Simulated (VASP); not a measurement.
# SiB (Pm-3m) in VASP: further runs

The runs below take SiB through relaxation of cell and atoms, with PBE.

All numbers are computed with VASP 6.6.1; they aren't measurements. Logs are shortened: lines on timing, memory, paths and dates and some standing lists are left out, and cuts for length are marked.

### Step 1. The structure

Symmetry: Pm-3m, No. 221, cubic system. The conventional cell has a = 2.791 Å, b = 2.791 Å, c = 2.791 Å, α = 90.00°, β = 90.00°, γ = 90.00°. Si (site symmetry m-3m) has 8 B at 2.42 Å as nearest neighbours. B (site symmetry m-3m) is surrounded by 8 Si at 2.42 Å.

The cell was built by a generator and needn't be a form met in nature.

### Step 2. Relaxation of cell and atoms, PBE

Contents of INCAR:

```
ALGO     = Fast           # electronic algorithm
EDIFF    = 1E-4           # SCF threshold, eV
EDIFFG   = -0.08          # ionic threshold
ENCUT    = 520            # plane-wave cutoff, eV
GGA      = PE             # functional
IBRION   = 2              # ionic algorithm
ISIF     = 3              # what is computed and relaxed
ISMEAR   = 0              # smearing method
KPAR     = 2            
LASPH    = True           # aspherical terms in the spheres
LCHARG   = False          # write CHGCAR
LREAL    = False          # projectors in reciprocal space
LWAVE    = False          # write WAVECAR
NELM     = 60             # most SCF steps
NSW      = 24             # ionic steps
PREC     = Normal         # precision mode
SIGMA    = 0.15           # smearing width, eV
```

Contents of KPOINTS:

```
k-points
0
Gamma
  7 7 7
```

Contents of POSCAR:

```
SiB
1.0
    2.7906917600      0.0000000000      0.0000000000
    0.0000000000      2.7906917600      0.0000000000
    0.0000000000      0.0000000000      2.7906917600
Si B
1 1
Direct
    0.0000000000      0.0000000000      0.0000000000
    0.5000000000      0.5000000000      0.5000000000
```

Potentials or basis: VASP PAW PBE potentials, release 64 (Si, B).

Started as:

```console
$ cat potpaw_PBE.64/Si/POTCAR potpaw_PBE.64/B/POTCAR > POTCAR
$ mpirun -np 2 vasp_std > vasp.out
```

OUTCAR:

```text
EDIFF = 1E-4
   EDIFFG = -0.08
   ENCUT = 520
   GGA = PE
   IBRION = 2
   ISIF = 3
   ISMEAR = 0
   LASPH = True
   LREAL = False
   NELM = 60
   NSW = 24
   PREC = Normal

 ion  position               nearest neighbor table
   1  0.000  0.000  0.000-   2 2.42   2 2.42   2 2.42   2 2.42   2 2.42   2 2.42   2 2.42   2 2.42

   2  0.500  0.500  0.500-   1 2.42   1 2.42   1 2.42   1 2.42   1 2.42   1 2.42   1 2.42   1 2.42

  LATTYP: Found a simple cubic cell.
 ALAT       =     2.7906917600

  Lattice vectors:

 A1 = (   2.7906917600,   0.0000000000,   0.0000000000)
 A2 = (   0.0000000000,   2.7906917600,   0.0000000000)
 A3 = (   0.0000000000,   0.0000000000,   2.7906917600)

Analysis of symmetry for initial positions (statically):
=====================================================================
 Subroutine PRICEL returns:
 Original cell was already a primitive cell.

 Routine SETGRP: Setting up the symmetry group for a
 simple cubic supercell.

 Subroutine GETGRP returns: Found 48 space group operations
 (whereof 48 operations were pure point group operations)
 out of a pool of 48 trial point group operations.

The static configuration has the point symmetry O_h .

Analysis of symmetry for dynamics (positions and initial velocities):
=====================================================================
 Subroutine PRICEL returns:
 Original cell was already a primitive cell.

 Routine SETGRP: Setting up the symmetry group for a
 simple cubic supercell.

 Subroutine GETGRP returns: Found 48 space group operations
 (whereof 48 operations were pure point group operations)
 out of a pool of 48 trial point group operations.

The dynamic configuration has the point symmetry O_h .

 Subroutine INISYM returns: Found 48 space group operations
 (whereof 48 operations are pure point group operations),
 and found     1 'primitive' translations

----------------------------------------------------------------------------------------

                                     Primitive cell

  volume of cell :      21.7338

  direct lattice vectors                    reciprocal lattice vectors
     2.790691760  0.000000000  0.000000000     0.358334093  0.000000000  0.000000000
     0.000000000  2.790691760  0.000000000     0.000000000  0.358334093  0.000000000
     0.000000000  0.000000000  2.790691760     0.000000000  0.000000000  0.358334093

  length of vectors
     2.790691760  2.790691760  2.790691760     0.358334093  0.358334093  0.358334093

  position of ions in fractional coordinates (direct lattice)
     0.000000000  0.000000000  0.000000000
     0.500000000  0.500000000  0.500000000

  ion indices of the primitive-cell ions
   primitive index   ion index
                 1           1
                 2           2

----------------------------------------------------------------------------------------

 KPOINTS: k-points

Automatic generation of k-mesh.
 Grid dimensions read from file:
 generate k-points for:    7    7    7

 Generating k-lattice:

  Cartesian coordinates                     Fractional coordinates (reciprocal lattice)
     0.051190585  0.000000000  0.000000000     0.142857143  0.000000000  0.000000000
     0.000000000  0.051190585  0.000000000     0.000000000  0.142857143  0.000000000
     0.000000000  0.000000000  0.051190585     0.000000000  0.000000000  0.142857143

  Length of vectors
     0.051190585  0.051190585  0.051190585

  Shift w.r.t. Gamma in fractional coordinates (k-lattice)
     0.000000000  0.000000000  0.000000000

 Subroutine IBZKPT returns following result:
 ===========================================

 Found     20 irreducible k-points:

 Following reciprocal coordinates:
            Coordinates               Weight
  0.000000  0.000000  0.000000      1.000000
  0.142857  0.000000  0.000000      6.000000
  0.285714  0.000000  0.000000      6.000000
  0.428571  0.000000  0.000000      6.000000
  0.142857  0.142857  0.000000     12.000000
  0.285714  0.142857  0.000000     24.000000
[... 12 lines left out ...]
  0.428571  0.428571  0.285714     24.000000
  0.428571  0.428571  0.428571      8.000000
   k-points           NKPTS =     20   k-points in BZ     NKDIM =     20   number of bands    NBANDS=      7
   number of dos      NEDOS =    301   number of ions     NIONS =      2
   total plane-waves  NPLWV =   4096
   dimension x,y,z NGX =    16 NGY =   16 NGZ =   16
   dimension x,y,z NGXF=    32 NGYF=   32 NGZF=   32
   ions per type =               1   1
   NGX,Y,Z   is equivalent  to a cutoff of   9.53,  9.53,  9.53 a.u.
   NGXF,Y,Z  is equivalent  to a cutoff of  19.06, 19.06, 19.06 a.u.
 SYSTEM =  unknown system
   PREC   = normal    normal or accurate (medium, high low for compatibility)
   ISTART =      0    job   : 0-new  1-cont  2-samecut
   ICHARG =      2    charge: 1-file 2-atom 10-const
   ISPIN  =      1    spin polarized calculation?
   LNONCOLLINEAR =      F non collinear calculations
   LSORBIT =      F    spin-orbit coupling
   LASPH  =      T    aspherical Exc in radial PAW
   ENCUT  =  520.0 eV  38.22 Ry    6.18 a.u.   5.19  5.19  5.19*2*pi/ulx,y,z
   NELM   =     60;   NELMIN=  2; NELMDL= -5     # of ELM steps
   EDIFF  = 0.1E-03   stopping-criterion for ELM
   LREAL  =      F    real-space projection
   EDIFFG = -.8E-01   stopping-criterion for IOM
   NSW    =     24    number of steps for IOM
   IBRION =      2    ionic relax: 0-MD 1-quasi-New 2-CG
   NFREE  =      1    steps in history (QN), initial steepest desc. (CG)
   ISIF   =      3    stress and relaxation
   ISYM   =      2    0-nonsym 1-usesym 2-fastsym
   POTIM  = 0.5000    time-step for ionic-motion
   TEBEG  =    0.0;   TEEND  =   0.0 temperature during run
   PSTRESS=    0.0 pullay stress
   NELECT =       7.0000    total number of electrons
   NUPDOWN=      -1.0000    fix difference up-down
   EMIN   =  10.00;   EMAX   =-10.00  energy-range for DOS
   EFERMI =   0.00;   METHOD = LEGACY
   ISMEAR =     0;   SIGMA  =   0.15  broadening in eV -4-tet -1-fermi 0-gaus
   EFERMI_NEDOS =   21; number of points for ismear=-14 and -15
   IALGO  =     68    algorithm
   IMIX   =      4    mixing-type and parameters
     AMIX     =   0.40;   BMIX     =  1.00
     AMIX_MAG =   1.60;   BMIX_MAG =  1.00
  volume/ion in A,a.u.               =      10.87        73.33
  Fermi-wavevector in a.u.,A,eV,Ry     =   1.122179  2.120612 17.133636  1.259287
  Thomas-Fermi vector in A             =   2.258838
   LORBIT       =      0    0 simple, 1 ext, 2 COOP (PROOUT), +10 PAW based schemes
   GGA     = PE    functional components
   LHFCALC =     F    Hartree Fock is set to
   AEXX    =    0.0000 exact exchange contribution
   IVDW    =     0    specifies the selected vdW correction
   LEPSILON=     F    determine dielectric tensor
   LRPA    =     F    only Hartree local field effects (RPA)
 conjugate gradient relaxation of ions
 non-spin polarized calculation
 RMM-DIIS sequential band-by-band and
 Gauss-broadening in eV      SIGMA  =   0.15
  energy-cutoff  :      520.00
  volume of cell :       21.73
 maximum number of plane-waves:       594
   NGX = 11   NGY = 11   NGZ = 11

--------------------------------------- Ionic step        1  -------------------------------------------

 number of electron       6.9999999 magnetization

 Free energy of the ion-electron system (eV)
  ---------------------------------------------------
  ext. energy  EPLUGINS =         0.00000000
  ---------------------------------------------------
  free energy    TOTEN  =        -9.66838577 eV

  energy without entropy =       -9.65739156  energy(sigma->0) =       -9.66288866

------------------------ aborting loop because EDIFF is reached ----------------------------------------

  FORCE on cell =-STRESS in cart. coord.  units (eV):
  Direction    XX          YY          ZZ          XY          YZ          ZX
  --------------------------------------------------------------------------------------
  -------------------------------------------------------------------------------------
  Total       -1.0570259     -1.0570259     -1.0570259     -0.0000000      0.0000000     -0.0000000
  in kB      -77.9220937    -77.9220937    -77.9220937     -0.0000000      0.0000000     -0.0000000
  external PRESSURE =     -77.9220937 kB  Pullay stress =       0.0000000 kB

 VOLUME and BASIS-vectors are now :
 -----------------------------------------------------------------------------
  energy-cutoff  :      520.00
  volume of cell :       21.73
      direct lattice vectors                 reciprocal lattice vectors
     2.790691760  0.000000000  0.000000000     0.358334093  0.000000000  0.000000000
     0.000000000  2.790691760  0.000000000     0.000000000  0.358334093  0.000000000
     0.000000000  0.000000000  2.790691760     0.000000000  0.000000000  0.358334093

 POSITION                                       TOTAL-FORCE (eV/Angst)
 -----------------------------------------------------------------------------------
      0.00000      0.00000      0.00000         0.000000      0.000000      0.000000
      1.39535      1.39535      1.39535         0.000000      0.000000      0.000000
 -----------------------------------------------------------------------------------
    total drift:                                0.000000      0.000000     -0.000000

  FREE ENERGIE OF THE ION-ELECTRON SYSTEM (eV)
  ---------------------------------------------------
  free  energy   TOTEN  =        -9.6683857669 eV

  energy  without entropy=       -9.6573915552  energy(sigma->0) =       -9.66288866

--------------------------------------- Ionic step        2  -------------------------------------------

 number of electron       7.0000002 magnetization

 E-fermi :  10.1041     XC(G=0): -11.8592

 val. band max:       10.0912416472   @ k =   0.4286   0.4286   0.2857
 cond. band min:      10.2673165316   @ k =   0.0000   0.0000   0.0000
 fundamental gap:      0.1760748844
 Fermi energy:        10.1041052083

 k-point     1 :       0.0000    0.0000    0.0000
  band No.  band energies     occupation
      1      -5.5515      2.00000
      2      10.2673      0.12386
      3      10.2673      0.12386
      4      10.2673      0.12386
      5      14.7207      0.00000
      6      14.7207      0.00000
      7      15.1317      0.00000

 k-point     2 :       0.1429    0.0000    0.0000
  band No.  band energies     occupation
      1      -5.1735      2.00000
      2       7.4328      2.00000
      3      10.5941      0.00000
      4      10.5941      0.00000
      5      15.0980      0.00000
      6      15.2904      0.00000
      7      17.9396      0.00000
[... 200 lines left out ...]
 POSITION                                       TOTAL-FORCE (eV/Angst)
 -----------------------------------------------------------------------------------
      0.00000      0.00000      0.00000        -0.000000     -0.000000      0.000000
      1.35977      1.35977      1.35977         0.000000      0.000000      0.000000
 -----------------------------------------------------------------------------------
    total drift:                                0.000000      0.000000     -0.000000

  FREE ENERGIE OF THE ION-ELECTRON SYSTEM (eV)
  ---------------------------------------------------
  free  energy   TOTEN  =        -9.7011242776 eV

  energy  without entropy=       -9.6892900837  energy(sigma->0) =       -9.69520718

--------------------------------------- Ionic step        3  -------------------------------------------

 number of electron       7.0000001 magnetization

 Free energy of the ion-electron system (eV)
  ---------------------------------------------------
  ext. energy  EPLUGINS =         0.00000000
  ---------------------------------------------------
  free energy    TOTEN  =        -9.70278155 eV

  energy without entropy =       -9.69117758  energy(sigma->0) =       -9.69697957

 E-fermi :   9.9210     XC(G=0): -11.8047

 val. band max:        9.9077428883   @ k =   0.4286   0.4286   0.2857
 cond. band min:      10.0910282788   @ k =   0.2857   0.2857   0.1429
 fundamental gap:      0.1832853905
 Fermi energy:         9.9210273293

 k-point     1 :       0.0000    0.0000    0.0000
  band No.  band energies     occupation
      1      -5.5899      2.00000
      2      10.0972      0.09675
      3      10.0972      0.09675
      4      10.0972      0.09675
      5      14.5718      0.00000
      6      14.5718      0.00000
      7      14.7808      0.00000

 k-point     2 :       0.1429    0.0000    0.0000
  band No.  band energies     occupation
      1      -5.2150      2.00000
      2       7.2893      2.00000
      3      10.4215      0.00000
      4      10.4215      0.00000
      5      14.9456      0.00000
      6      14.9861      0.00000
      7      17.7119      0.00000
[... 200 lines left out ...]
 POSITION                                       TOTAL-FORCE (eV/Angst)
 -----------------------------------------------------------------------------------
      0.00000      0.00000      0.00000        -0.000000     -0.000000      0.000000
      1.36586      1.36586      1.36586         0.000000      0.000000      0.000000
 -----------------------------------------------------------------------------------
    total drift:                                0.000000      0.000000      0.000000

  FREE ENERGIE OF THE ION-ELECTRON SYSTEM (eV)
  ---------------------------------------------------
  free  energy   TOTEN  =        -9.7027815543 eV

  energy  without entropy=       -9.6911775799  energy(sigma->0) =       -9.69697957

 reached required accuracy - stopping structural energy minimisation
```

Wall time 1.4 s (2 MPI ranks of Intel Xeon 6975P-C (Granite Rapids), shared host); peak memory 0.1 GiB.

Results:

* Free energy: -9.7028 eV
* Relaxed volume: 10.19 Å³/atom
* Relaxed cell: a = 2.732 Å, b = 2.732 Å, c = 2.732 Å, α = 90.00°, β = 90.00°, γ = 90.00°
* Space group after relaxing (to 0.05 Å): Pm-3m (No. 221)
* Energy gained by relaxing: 17.2 meV/atom
* Ionic steps: 3
* Pressure after relaxing: 0.1 GPa

Step by step:
```
step  energy change (eV)  largest force (eV/Å)  pressure (GPa)  volume (Å³)
   1              0.0000                0.0000           -7.79        21.73
   2             -0.0327                0.0000            1.89        20.11
   3             -0.0344                0.0000            0.05        20.39
```

Final structure:
```yaml
crystal:
  lattice:
    - [2.73173, 0.00000, 0.00000]
    - [0.00000, 2.73173, 0.00000]
    - [0.00000, 0.00000, 2.73173]
  atoms:
    - { symbol: Si, position: [0.00000, 0.00000, 0.00000] }
    - { symbol: B, position: [0.50000, 0.50000, 0.50000] }
```

Caveat: the bands computed are all filled at some k points, so no gap is given; the relaxation stopped at a loose force limit of 0.08 eV/Å, so its end isn't a converged minimum.

### Step 3. Relaxation of cell and atoms, PBE

This run uses another cell than the first one, of 12.25 Å³/atom, 1.127 times its volume.

INCAR is that of step 2.

Contents of KPOINTS:

```
k-points
0
Gamma
  8 8 6
```

Contents of POSCAR:

```
SiB
1.0
    2.6987950000      0.0000000000      0.0000000000
    0.0000000000      2.6987950000      0.0000000000
    0.0000000000      0.0000000000      3.3629405100
Si B
1 1
Direct
    0.5000000000      0.5000000000      0.5000000000
    0.0000000000      0.0000000000      0.0000000000
```

Potentials or basis: VASP PAW PBE potentials, release 64 (Si, B).

Started as:

```console
$ cat potpaw_PBE.64/Si/POTCAR potpaw_PBE.64/B/POTCAR > POTCAR
$ mpirun -np 2 vasp_std > vasp.out
```

Wall time 3 s (2 MPI ranks of Intel Xeon 6975P-C (Granite Rapids), shared host); peak memory 0.11 GiB.

It converged, with:

| Item | Value |
| --- | --- |
| Free energy | -9.8200 eV |
| Relaxed volume | 9.79 Å³/atom |
| Relaxed cell | a = 2.537 Å, b = 2.537 Å, c = 3.044 Å, α = 90.00°, β = 90.00°, γ = 90.00° |
| Space group after relaxing (to 0.05 Å) | P4/mmm (No. 123) |
| Energy gained by relaxing | 183.8 meV/atom |
| Ionic steps | 5 |
| Pressure after relaxing | 0.5 GPa |
| Band gap on the k mesh | none (metal or under the smearing width) |

Stress tensor (GPa, compression positive):
```
0.50 0.00 0.00
0.00 0.50 0.00
0.00 0.00 0.64
```

The path:
| step | energy change (eV) | largest force (eV/Å) | pressure (GPa) | volume (Å³) |
| --- | --- | --- | --- | --- |
| 1 | 0.0000 | 0.0000 | -18.75 | 24.49 |
| 2 | -0.3633 | 0.0000 | -0.78 | 19.75 |
| 3 | -0.3640 | 0.0000 | 0.46 | 19.58 |
| 4 | -0.3666 | 0.0000 | 0.55 | 19.59 |
| 5 | -0.3676 | 0.0000 | 0.54 | 19.58 |

Final structure:
```cif
data_structure
_symmetry_space_group_name_H-M 'P 1'
_symmetry_Int_Tables_number 1
_cell_length_a 2.5366
_cell_length_b 2.5366
_cell_length_c 3.0436
_cell_angle_alpha 90.000
_cell_angle_beta 90.000
_cell_angle_gamma 90.000
_cell_volume 19.58
loop_
_atom_site_label
_atom_site_type_symbol
_atom_site_fract_x
_atom_site_fract_y
_atom_site_fract_z
_atom_site_occupancy
Si1 Si 0.50000 0.50000 0.50000 1
B1 B 0.00000 0.00000 0.00000 1
```

Levels at points of the mesh, in eV from the Fermi level:
| k point | band 1 | band 2 | band 3 | band 4 | band 5 | band 6 | band 7 |
| --- | --- | --- | --- | --- | --- | --- | --- |
| (0.00, 0.00, 0.00) | -16.09 | -3.43 | 0.40 | 2.14 | 2.14 | 5.76 | 8.28 |
| (0.50, 0.00, 0.00) | -10.95 | -10.70 | 0.38 | 3.47 | 4.39 | 4.99 | 5.21 |
| (0.50, 0.50, 0.00) | -6.62 | -6.62 | -4.99 | -3.93 | 3.52 | 6.94 | 6.94 |
| (0.00, 0.00, 0.50) | -12.87 | -11.97 | 4.01 | 4.01 | 7.92 | 7.92 | 8.86 |
| (0.50, 0.00, 0.50) | -7.94 | -7.48 | -6.71 | -6.67 | 6.30 | 10.47 | 11.94 |
| (0.50, 0.50, 0.50) | -3.36 | -3.36 | -2.83 | -2.42 | -2.42 | -1.39 | 0.11 |

Caveat: the volume moved by over 15 % at a fixed basis, so the end points are rough; the relaxation stopped at a loose force limit of 0.08 eV/Å, so its end isn't a converged minimum.
